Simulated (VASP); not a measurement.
# ZrZn (Pm-3m) in VASP: a series of runs

One crystal, ZrZn, is run at these levels: LDA; tasks: single point, relaxation of cell and atoms.

Everything below comes from runs of VASP 6.6.1. Logs are shortened: lines on timing, memory, paths and dates and some standing lists are left out, and cuts for length are marked.

### 1 Starting point

Symmetry: Pm-3m, No. 221, cubic system. The conventional cell has a = 3.260 Å, b = 3.260 Å, c = 3.260 Å, α = 90.00°, β = 90.00°, γ = 90.00°. Zr (site symmetry m-3m) is surrounded by 8 Zn at 2.82 Å. Zn (site symmetry m-3m) has 8 Zr at 2.82 Å as nearest neighbours.

### 2 Single point, LDA

INCAR reads:

```
SYSTEM = ZrZn
ALGO = Normal
EDIFF = 1E-7
ENCUT = 520
GGA = CA
ISIF = 2
ISMEAR = 0
LASPH = .True.
LCHARG = .True.
LELF = .True.
LREAL = .False.
LVHAR = .True.
LWAVE = .False.
NBANDS = 19
NELM = 100
PREC = Accurate
SIGMA = 0.1
```

KPOINTS reads:

```
k-points
0
Gamma
  12 12 12
  0 0 0
```

POSCAR reads:

```
ZrZn
1.0
    3.2600261330      0.0000000000      0.0000000000
    0.0000000000      3.2600261330      0.0000000000
    0.0000000000      0.0000000000      3.2600261330
Zr Zn
1 1
Direct
    0.5000000000      0.5000000000      0.5000000000
    0.0000000000      0.0000000000      0.0000000000
```

Potentials or basis: VASP PAW LDA potentials, release 64 (Zr_sv, Zn).

Run with:

```bash
$ cat potpaw_LDA.64/Zr_sv/POTCAR potpaw_LDA.64/Zn/POTCAR > POTCAR
$ mpirun -np 1 vasp_std > vasp.out
```

OUTCAR:

```text
SYSTEM = ZrZn
   EDIFF = 1E-7
   ENCUT = 520
   GGA = CA
   ISIF = 2
   ISMEAR = 0
   LASPH = .True.
   LREAL = .False.
   NELM = 100
   PREC = Accurate

 ion  position               nearest neighbor table
   1  0.500  0.500  0.500-   2 2.82   2 2.82   2 2.82   2 2.82   2 2.82   2 2.82   2 2.82   2 2.82

   2  0.000  0.000  0.000-   1 2.82   1 2.82   1 2.82   1 2.82   1 2.82   1 2.82   1 2.82   1 2.82

  LATTYP: Found a simple cubic cell.
 ALAT       =     3.2600261330

  Lattice vectors:

 A1 = (   3.2600261330,   0.0000000000,   0.0000000000)
 A2 = (   0.0000000000,   3.2600261330,   0.0000000000)
 A3 = (   0.0000000000,   0.0000000000,   3.2600261330)

Analysis of symmetry for initial positions (statically):
=====================================================================
 Subroutine PRICEL returns:
 Original cell was already a primitive cell.

 Routine SETGRP: Setting up the symmetry group for a
 simple cubic supercell.

 Subroutine GETGRP returns: Found 48 space group operations
 (whereof 48 operations were pure point group operations)
 out of a pool of 48 trial point group operations.

The static configuration has the point symmetry O_h .

Analysis of symmetry for dynamics (positions and initial velocities):
=====================================================================
 Subroutine PRICEL returns:
 Original cell was already a primitive cell.

 Routine SETGRP: Setting up the symmetry group for a
 simple cubic supercell.

 Subroutine GETGRP returns: Found 48 space group operations
 (whereof 48 operations were pure point group operations)
 out of a pool of 48 trial point group operations.

The dynamic configuration has the point symmetry O_h .

 Subroutine INISYM returns: Found 48 space group operations
 (whereof 48 operations are pure point group operations),
 and found     1 'primitive' translations

----------------------------------------------------------------------------------------

                                     Primitive cell

  volume of cell :      34.6468

  direct lattice vectors                    reciprocal lattice vectors
     3.260026133  0.000000000  0.000000000     0.306746007  0.000000000  0.000000000
     0.000000000  3.260026133  0.000000000     0.000000000  0.306746007  0.000000000
     0.000000000  0.000000000  3.260026133     0.000000000  0.000000000  0.306746007

  length of vectors
     3.260026133  3.260026133  3.260026133     0.306746007  0.306746007  0.306746007

  position of ions in fractional coordinates (direct lattice)
     0.500000000  0.500000000  0.500000000
     0.000000000  0.000000000  0.000000000

  ion indices of the primitive-cell ions
   primitive index   ion index
                 1           1
                 2           2

----------------------------------------------------------------------------------------

 KPOINTS: k-points

Automatic generation of k-mesh.
 Grid dimensions read from file:
 generate k-points for:   12   12   12

 Generating k-lattice:

  Cartesian coordinates                     Fractional coordinates (reciprocal lattice)
     0.025562167  0.000000000  0.000000000     0.083333333  0.000000000  0.000000000
     0.000000000  0.025562167  0.000000000     0.000000000  0.083333333  0.000000000
     0.000000000  0.000000000  0.025562167     0.000000000  0.000000000  0.083333333

  Length of vectors
     0.025562167  0.025562167  0.025562167

  Shift w.r.t. Gamma in fractional coordinates (k-lattice)
     0.000000000  0.000000000  0.000000000

 Subroutine IBZKPT returns following result:
 ===========================================

 Found     84 irreducible k-points:

 Following reciprocal coordinates:
            Coordinates               Weight
  0.000000  0.000000  0.000000      1.000000
  0.083333  0.000000  0.000000      6.000000
  0.166667  0.000000  0.000000      6.000000
  0.250000  0.000000  0.000000      6.000000
  0.333333  0.000000  0.000000      6.000000
  0.416667  0.000000  0.000000      6.000000
[... 16 lines left out ...]
  0.333333  0.333333  0.000000     12.000000
  0.416667  0.333333  0.000000     24.000000
 [... further k-points ...]
   k-points           NKPTS =     84   k-points in BZ     NKDIM =     84   number of bands    NBANDS=     19
   number of dos      NEDOS =    301   number of ions     NIONS =      2
   total plane-waves  NPLWV =  13824
   dimension x,y,z NGX =    24 NGY =   24 NGZ =   24
   dimension x,y,z NGXF=    48 NGYF=   48 NGZF=   48
   ions per type =               1   1
   NGX,Y,Z   is equivalent  to a cutoff of  12.24, 12.24, 12.24 a.u.
   NGXF,Y,Z  is equivalent  to a cutoff of  24.48, 24.48, 24.48 a.u.
 SYSTEM =  ZrZn
   PREC   = accura    normal or accurate (medium, high low for compatibility)
   ISTART =      0    job   : 0-new  1-cont  2-samecut
   ICHARG =      2    charge: 1-file 2-atom 10-const
   ISPIN  =      1    spin polarized calculation?
   LNONCOLLINEAR =      F non collinear calculations
   LSORBIT =      F    spin-orbit coupling
   LASPH  =      T    aspherical Exc in radial PAW
   ENCUT  =  520.0 eV  38.22 Ry    6.18 a.u.   6.06  6.06  6.06*2*pi/ulx,y,z
   NELM   =    100;   NELMIN=  2; NELMDL= -5     # of ELM steps
   EDIFF  = 0.1E-06   stopping-criterion for ELM
   LREAL  =      F    real-space projection
   EDIFFG = 0.1E-05   stopping-criterion for IOM
   NSW    =      0    number of steps for IOM
   IBRION =     -1    ionic relax: 0-MD 1-quasi-New 2-CG
   NFREE  =      0    steps in history (QN), initial steepest desc. (CG)
   ISIF   =      2    stress and relaxation
   ISYM   =      2    0-nonsym 1-usesym 2-fastsym
   POTIM  = 0.5000    time-step for ionic-motion
   TEBEG  =    0.0;   TEEND  =   0.0 temperature during run
   PSTRESS=    0.0 pullay stress
   NELECT =      24.0000    total number of electrons
   NUPDOWN=      -1.0000    fix difference up-down
   EMIN   =  10.00;   EMAX   =-10.00  energy-range for DOS
   EFERMI =   0.00;   METHOD = LEGACY
   ISMEAR =     0;   SIGMA  =   0.10  broadening in eV -4-tet -1-fermi 0-gaus
   EFERMI_NEDOS =   21; number of points for ismear=-14 and -15
   IALGO  =     38    algorithm
   IMIX   =      4    mixing-type and parameters
     AMIX     =   0.40;   BMIX     =  1.00
     AMIX_MAG =   1.60;   BMIX_MAG =  1.00
  volume/ion in A,a.u.               =      17.32       116.90
  Fermi-wavevector in a.u.,A,eV,Ry     =   1.448519  2.737304 28.547839  2.098207
  Thomas-Fermi vector in A             =   2.566351
   LORBIT       =      0    0 simple, 1 ext, 2 COOP (PROOUT), +10 PAW based schemes
   GGA     = CA    functional components
   LHFCALC =     F    Hartree Fock is set to
   AEXX    =    0.0000 exact exchange contribution
   IVDW    =     0    specifies the selected vdW correction
   LEPSILON=     F    determine dielectric tensor
   LRPA    =     F    only Hartree local field effects (RPA)
 non-spin polarized calculation
 Gauss-broadening in eV      SIGMA  =   0.10
  energy-cutoff  :      520.00
  volume of cell :       34.65
 maximum number of plane-waves:       952
   NGX = 13   NGY = 13   NGZ = 13

 number of electron      23.9999999 magnetization

 Free energy of the ion-electron system (eV)
  ---------------------------------------------------
  ext. energy  EPLUGINS =         0.00000000
  ---------------------------------------------------
  free energy    TOTEN  =       -11.79240349 eV

  energy without entropy =      -11.79077603  energy(sigma->0) =      -11.79158976

 E-fermi :   7.2870     XC(G=0): -12.0654

 val. band max:        7.1435139820   @ k =   0.5000   0.4167   0.0000
 cond. band min:       7.2914835249   @ k =   0.5000   0.3333   0.0000
 fundamental gap:      0.1479695429
 Fermi energy:         7.2870016933

 k-point     1 :       0.0000    0.0000    0.0000
  band No.  band energies     occupation
      1     -41.2042      2.00000
      2     -19.1925      2.00000
      3     -19.1925      2.00000
      4     -19.1925      2.00000
      5      -0.8958      2.00000
      6      -0.3189      2.00000
[... 11 lines left out ...]
     18      13.0043      0.00000
     19      19.4568      0.00000

 k-point     2 :       0.0833    0.0000    0.0000
  band No.  band energies     occupation
      1     -41.2014      2.00000
      2     -19.2272      2.00000
      3     -19.1897      2.00000
      4     -19.1897      2.00000
      5      -0.7690      2.00000
      6      -0.3082      2.00000
[... 11 lines left out ...]
     18      13.5614      0.00000
     19      19.8268      0.00000

 k-point     3 :       0.1667    0.0000    0.0000
  band No.  band energies     occupation
      1     -41.1938      2.00000
      2     -19.3208      2.00000
      3     -19.1820      2.00000
      4     -19.1820      2.00000
      5      -0.4101      2.00000
      6      -0.2787      2.00000
[... 11 lines left out ...]
     18      14.6388      0.00000
     19      19.1382      0.00000

 k-point     4 :       0.2500    0.0000    0.0000
  band No.  band energies     occupation
      1     -41.1833      2.00000
      2     -19.4462      2.00000
      3     -19.1714      2.00000
      4     -19.1714      2.00000
      5      -0.2381      2.00000
      6      -0.1646      2.00000
[... 11 lines left out ...]
     18      15.8578      0.00000
     19      17.9852      0.00000

 k-point     5 :       0.3333    0.0000    0.0000
  band No.  band energies     occupation
      1     -41.1728      2.00000
      2     -19.5689      2.00000
      3     -19.1608      2.00000
      4     -19.1608      2.00000
      5      -0.1971      2.00000
      6      -0.0740      2.00000
[... 11 lines left out ...]
     18      17.1465      0.00000
     19      17.1465      0.00000
[... 334 lines left out ...]
      2     -19.6182      2.00000
      3     -19.3878      2.00000
      4     -19.1299      2.00000
      5      -0.1830      2.00000
      6      -0.1599      2.00000
[... 11 lines left out ...]
     18      16.9200      0.00000
     19      17.9340      0.00000

 k-point    22 :       0.5000    0.2500    0.0000
  band No.  band energies     occupation
      1     -41.1423      2.00000
      2     -19.6489      2.00000
      3     -19.3837      2.00000
      4     -19.1269      2.00000
      5      -0.1745      2.00000
      6      -0.1731      2.00000
[... 11 lines left out ...]
     18      16.3972      0.00000
     19      17.9836      0.00000

 k-point    23 :       0.3333    0.3333    0.0000
  band No.  band energies     occupation
      1     -41.1425      2.00000
      2     -19.5230      2.00000
      3     -19.5073      2.00000
      4     -19.1267      2.00000
      5      -0.2208      2.00000
      6      -0.1794      2.00000
[... 11 lines left out ...]
     18      16.9387      0.00000
     19      17.5021      0.00000

 k-point    24 :       0.4167    0.3333    0.0000
  band No.  band energies     occupation
      1     -41.1351      2.00000
      2     -19.5987      2.00000
      3     -19.5017      2.00000
      4     -19.1183      2.00000
      5      -0.2466      2.00000
      6      -0.2038      2.00000
[... 11 lines left out ...]
     18      16.2692      0.00000
     19      17.2026      0.00000

 [... further k-points ...]

------------------------ aborting loop because EDIFF is reached ----------------------------------------

  FORCE on cell =-STRESS in cart. coord.  units (eV):
  Direction    XX          YY          ZZ          XY          YZ          ZX
  --------------------------------------------------------------------------------------
  -------------------------------------------------------------------------------------
  Total        0.0809919      0.0809919      0.0809919     -0.0000000      0.0000000      0.0000000
  in kB        3.7453198      3.7453198      3.7453198     -0.0000000      0.0000000      0.0000000
  external PRESSURE =       3.7453198 kB  Pullay stress =       0.0000000 kB

 VOLUME and BASIS-vectors are now :
 -----------------------------------------------------------------------------
  energy-cutoff  :      520.00
  volume of cell :       34.65
      direct lattice vectors                 reciprocal lattice vectors
     3.260026133  0.000000000  0.000000000     0.306746007  0.000000000  0.000000000
     0.000000000  3.260026133  0.000000000     0.000000000  0.306746007  0.000000000
     0.000000000  0.000000000  3.260026133     0.000000000  0.000000000  0.306746007

 POSITION                                       TOTAL-FORCE (eV/Angst)
 -----------------------------------------------------------------------------------
      1.63001      1.63001      1.63001         0.000000      0.000000      0.000000
      0.00000      0.00000      0.00000         0.000000      0.000000      0.000000
 -----------------------------------------------------------------------------------
    total drift:                                0.000000      0.000000     -0.000000

  FREE ENERGIE OF THE ION-ELECTRON SYSTEM (eV)
  ---------------------------------------------------
  free  energy   TOTEN  =       -11.7924034866 eV

  energy  without entropy=      -11.7907760289  energy(sigma->0) =      -11.79158976
```

Run time: 22 s. Hardware: 1 thread of AMD EPYC 9R14 (Zen 4), shared host; peak memory 0.14 GiB.

Results:

```
Free energy            : -11.7924 eV
Pressure               : 0.4 GPa
Band gap on the k mesh : none (metal or under the smearing width)
```

(Part 1 of 2 ends here.)
